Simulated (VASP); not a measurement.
Input for VASP

File KPOINTS:
```
Automatic mesh
0
Gamma
10 10 10
0 0 0
```

INCAR:
```
SYSTEM = Ge
PREC = Accurate
ENCUT = 480
EDIFF = 1E-7
NELM = 100
ALGO = Normal
LREAL = .FALSE.
LASPH = .TRUE.
ISMEAR = 1
SIGMA = 0.1
GGA = PS
LMAXMIX = 4
LWAVE = .FALSE.
LCHARG = .FALSE.
ISIF = 2
IBRION = 2
NSW = 30
EDIFFG = -0.01
```

File POSCAR:
```
Ge
1
    0.0000000000     2.7469886922     2.8319471054
    2.8319471054     0.0000000000     2.8319471054
    2.8319471054     2.7469886922     0.0000000000
Ge
2
Direct
  0.0000000000   0.0000000000   0.0000000000
  0.2500000000   0.2500000000   0.2500000000
```

POTCAR, in this order: Ge_d (PBE.64 set). Program: vasp_std.

Q: Write an equivalent input for Ansatz.

A: One equivalent input (not run):
Ansatz 0.2 input:
```yaml
crystal:
  lattice:
    - [0.0000000, 2.7469887, 2.8319471]
    - [2.8319471, 0.0000000, 2.8319471]
    - [2.8319471, 2.7469887, 0.0000000]
  atoms:
    - { symbol: Ge, position: [0.0000000, 0.0000000, 0.0000000] }
    - { symbol: Ge, position: [0.2500000, 0.2500000, 0.2500000] }
kpoints:
  mp_grid: { grid: [10, 10, 10] }
hamiltonian:
  xc: pbesol
  pseudopotentials: { kind: paw }
scf:
  occupations: { method: methfessel_paxton, width: 0.1 }
  max_iter: 100
relax:
  max_steps: 30
  f_tol: 0.01
output: { forces: true, stress: true, eigenvalues: true }
```
Limits of the translation: each code has its own PAW files, so the cut-off isn't converted (ENCUT is set for VASP's; basis.ecutwfc is left out, and Ansatz then takes the one that its files recommend); Ansatz stops its SCF on the density residual and VASP on the energy change (EDIFF).

The compound is Ge in the diamond structure. This cell was strained or had an atom moved on purpose.
